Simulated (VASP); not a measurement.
# Gap of GaAs, level by level, part 3 of 3

Which functional reproduces the measured band gap of GaAs, and what does it cost? The start is a cell from a database of measured crystal structures.

VASP 6.6.1, plane waves and PAW; the level of theory is named at each step.

So far, least gap on mesh and path (eV): step 2 (bands, level LDA, k 4×4×4) 0.319; step 11 (bands, level r2SCAN-EpsX, k 4×4×4) 1.21; step 12 (bands, level HSE03, k 4×4×4) 1.29; step 13 (bands, level B3LYP, k 4×4×4) 1.67; step 14 (bands, level r2SCANh, k 4×4×4) 1.54.

## (15) Bands with PBE + SOC

This step: PBE, spin-orbit coupling; plane waves and PAW (Ga_d, As) (VASP 6.6.1).

Spin-orbit coupling needs spinors and the noncollinear program, where each band holds one electron.

Contents of INCAR:

```
SYSTEM = GaAs
PREC = Accurate
ENCUT = 400
EDIFF = 1E-06
NELM = 100
ISMEAR = 0
SIGMA = 0.02
LREAL = .FALSE.
ALGO = Normal
GGA = PE
LNONCOLLINEAR = .TRUE.
MAGMOM = 0 0 0 0 0 0
NBANDS = 30
GGA_COMPAT = .FALSE.
LASPH = .TRUE.
LSORBIT = .TRUE.
LORBIT = 11
LWAVE = .FALSE.
LCHARG = .FALSE.
KPAR = 4
```

Contents of POSCAR:

```
GaAs
1.0
    0.0000000000      2.8268500000      2.8268500000
    2.8268500000      0.0000000000      2.8268500000
    2.8268500000      2.8268500000      0.0000000000
Ga As
1 1
Direct
    0.0000000000      0.0000000000      0.0000000000
    0.2500000000      0.2500000000      0.2500000000
```

Contents of KPOINTS:

```
Automatic mesh
0
Gamma
7 7 7
0 0 0
```

Contents of KPOINTS_OPT:

```
Line mode
16
Line-mode
Reciprocal
  0.00000000   0.00000000   0.00000000 GAMMA
  0.50000000   0.00000000   0.50000000 X

  0.50000000   0.00000000   0.50000000 X
  0.50000000   0.25000000   0.75000000 W

  0.50000000   0.25000000   0.75000000 W
  0.37500000   0.37500000   0.75000000 K

  0.37500000   0.37500000   0.75000000 K
  0.00000000   0.00000000   0.00000000 GAMMA

  0.00000000   0.00000000   0.00000000 GAMMA
  0.50000000   0.50000000   0.50000000 L

  0.50000000   0.50000000   0.50000000 L
  0.62500000   0.25000000   0.62500000 U

  0.62500000   0.25000000   0.62500000 U
  0.50000000   0.25000000   0.75000000 W

  0.50000000   0.25000000   0.75000000 W
  0.50000000   0.50000000   0.50000000 L

  0.50000000   0.50000000   0.50000000 L
  0.37500000   0.37500000   0.75000000 K

  0.62500000   0.25000000   0.62500000 U
  0.50000000   0.00000000   0.50000000 X
```

Potentials, in the order of the species: Ga_d and As (PBE family, release 64).

On the command line:

```sh
> mpirun -np 4 vasp_ncl
```

Wall time 1.8 min (4 MPI ranks of AMD EPYC 7R43, shared host); peak memory 1 GiB.

At this level the cell is under a pressure of 3.2 GPa, so at these settings it is away from equilibrium.

Electronic bands along the path, in eV, zero at the valence-band top; v1 is the highest filled band, c1 the lowest empty one:

```
          point     v4     v3     v2     v1    c1    c2    c3    c4
              Γ   0.00   0.00   0.00   0.00  0.41  0.41  3.49  3.49
0.47 of the way  -1.73  -1.73  -1.62  -1.62  1.97  1.97  3.21  3.21
              X  -2.83  -2.83  -2.75  -2.75  1.35  1.35  1.54  1.54
0.53 of the way  -3.36  -3.26  -3.20  -3.17  2.56  2.60  2.74  2.81
              W  -3.71  -3.59  -3.47  -3.43  4.40  4.58  4.61  4.64
0.47 of the way  -3.89  -3.82  -2.95  -2.93  2.93  2.97  4.56  4.64
              K  -4.00  -3.94  -2.37  -2.37  1.85  1.85  4.49  4.55
0.47 of the way  -2.79  -2.73  -0.89  -0.89  2.59  2.65  4.79  4.83
              Γ   0.00   0.00   0.00   0.00  0.41  0.41  3.49  3.49
0.47 of the way  -0.84  -0.84  -0.63  -0.63  1.39  1.39  4.37  4.37
              L  -1.35  -1.35  -1.15  -1.15  0.89  0.89  4.48  4.48
0.53 of the way  -3.28  -3.23  -1.79  -1.78  2.27  2.29  4.68  4.71
              U  -4.00  -3.94  -2.37  -2.37  1.85  1.85  4.49  4.55
0.47 of the way  -3.91  -3.85  -2.85  -2.83  2.71  2.73  4.55  4.62
              W  -3.71  -3.59  -3.47  -3.43  4.40  4.58  4.61  4.64
0.47 of the way  -3.48  -3.43  -2.16  -2.13  3.01  3.07  4.06  4.08
              L  -1.35  -1.35  -1.15  -1.15  0.89  0.89  4.48  4.48
0.53 of the way  -3.28  -3.23  -1.79  -1.78  2.27  2.29  4.68  4.71
              K  -4.00  -3.94  -2.37  -2.37  1.85  1.85  4.49  4.55
      jump to U  -4.00  -3.94  -2.37  -2.37  1.85  1.85  4.49  4.55
0.47 of the way  -3.39  -3.35  -2.67  -2.66  1.56  1.56  2.56  2.59
              X  -2.83  -2.83  -2.75  -2.75  1.35  1.35  1.54  1.54
```

The largest weight of each band there:

```csv
point,v4,v3,v2,v1,c1,c2,c3,c4
Γ,As 0.74,As 0.74,As 0.74,As 0.74,Ga 0.54,Ga 0.54,Ga 0.79,Ga 0.79
X,As 0.62,As 0.62,As 0.60,As 0.60,Ga 0.65,Ga 0.65,Ga 0.62,Ga 0.62
W,As 0.64,As 0.63,As 0.56,As 0.57,As 0.58,As 0.57,As 0.72,As 0.69
K,As 0.60,As 0.59,As 0.62,As 0.62,Ga 0.63,Ga 0.63,As 0.54,As 0.53
Γ,As 0.74,As 0.74,As 0.74,As 0.74,Ga 0.54,Ga 0.54,Ga 0.79,Ga 0.79
L,As 0.66,As 0.66,As 0.65,As 0.65,Ga 0.63,Ga 0.63,Ga 0.68,Ga 0.68
```

The gap is 0.41 eV, direct at Γ. Against PBE that is -0.09 eV, on another mesh; this run took 2.8 times the core time. The direct gap lies -1.00 eV from the measured 1.41 eV.

## (16) The ladder as a table

This step: ladder of functionals on one cell; plane waves and PAW (VASP 6.6.1).

This step runs nothing: it gathers the runs above.

A gap of 0 means none; cost is the wall time of each run, as given at its step, times its ranks, without the set-up around it. Results by level, by row:

| level | gap (eV) | least direct gap (eV) | pressure (GPa) | cost (core minutes) |
| --- | --- | --- | --- | --- |
| LDA | 0.319 | 0.319 | -1.51 | 2.33 |
| PBE | 0.505 | 0.505 | 3.53 | 2.53 |
| r2SCAN | 0.991 | 0.991 | 0.68 | 8.13 |
| TB-mBJ | 1.646 | 1.646 | - | 4.07 |
| LAK | 1.495 | 1.495 | 4.44 | 10.6 |
| SCAN | 0.743 | 0.743 | 0.6 | 10.3 |
| HSE06 | 1.488 | 1.488 | - | 28 |
| r2SCAN-EpsX | 1.214 | 1.214 | - | 31.1 |
| HSE03 | 1.292 | 1.292 | - | 22.7 |
| B3LYP | 1.67 | 1.67 | - | 18.7 |
| r2SCANh | 1.541 | 1.541 | - | 22.5 |
| PBE + SOC | 0.411 | 0.411 | 3.23 | 7.13 |

## (17) Outcome

```
gap, LDA         : 0.319 eV
gap, PBE         : 0.505 eV
gap, r2SCAN      : 0.991 eV
gap, TB-mBJ      : 1.65 eV
gap, LAK         : 1.49 eV
gap, SCAN        : 0.743 eV
gap, HSE06       : 1.49 eV
gap, r2SCAN-EpsX : 1.21 eV
gap, HSE03       : 1.29 eV
gap, B3LYP       : 1.67 eV
gap, r2SCANh     : 1.54 eV
gap, PBE + SOC   : 0.411 eV
```

What this shows: For GaAs, without spin-orbit coupling, the functional decides between a gap of 0.319 eV (LDA) and 1.67 eV (B3LYP), while across these levels the cost spans a factor of 13. The cheapest level whose direct gap lies within 0.15 eV of experiment (a bound picked here) is LAK, at 11 core minutes. The measured gap holds spin-orbit coupling, which only the runs so named include; it raises a p-like valence top, so a match without it is partly luck. In most such crystals zero-point and thermal motion narrow the gap, so the static value to match lies above the measured one, and levels a little over it fare better than the table shows. HSE06 moves the gap by +0.98 eV from PBE, at about 11 times the core time, though on fewer points of the path. On r2SCAN the gap grows with the share of exact exchange: 0.99 eV at none, 1.21 eV at 0.04, 1.54 eV at 0.10. Spin-orbit coupling changes the PBE gap by -0.09 eV (the two runs use different meshes). Adding the spin-orbit shift of PBE (-0.09 eV on the direct gap) to levels run without it gives estimates of 1.55 eV for TB-mBJ, 1.39 eV for HSE06, 1.12 eV for r2SCAN-EpsX and 1.20 eV for HSE03; the shift need not carry over unchanged. TB-mBJ lands +0.16 eV from HSE06 at 15 % of its cost. All levels use one geometry, and one mesh but for spin-orbit runs, kept coarse to afford the hybrids, so no gap here is fully converged. Costs come from a shared host, and the hybrids use PRECFOCK = Fast. These are single-particle gaps of a static lattice, without excitons or temperature.

Calculation against experiment:

```
                  quantity  measured              LDA              PBE           r2SCAN           TB-mBJ            HSE06  PBE + spin-orbit  HSE06 plus the spin-orbit shift of PBE
band gap (direct gap) (eV)     1.412  0.32 (-1.09 eV)  0.51 (-0.91 eV)  0.99 (-0.42 eV)  1.65 (+0.23 eV)  1.49 (+0.08 eV)   0.41 (-1.00 eV)                         1.39 (-0.02 eV)
```

Measured values from arxiv:0805.2212 (2008).

How well it matches: For the band gap, of the levels listed nearest comes HSE06 plus the spin-orbit shift of PBE (-0.02 eV, good agreement) and farthest LDA (-1.09 eV, a clear miss). Zero-point and thermal motion shift the measured gap. No cell relaxation is part of this session.

[Lines on the potential files, build, host, timing and source positions are cut from VASP's logs without a mark.]

[Logs are printed without paths, hosts, clocks, repeated set-up lines and the standing remarks that a program may print on its own settings, such as how far it seeks lower states.]

[Hosts, paths, dates, database ids (printed as entryN), source tags and the programs' standing remarks are cut or masked in the printed files.]

[Measured values are set beside computed ones only where the two were judged alike; some that the calculation misses by far are left out.]
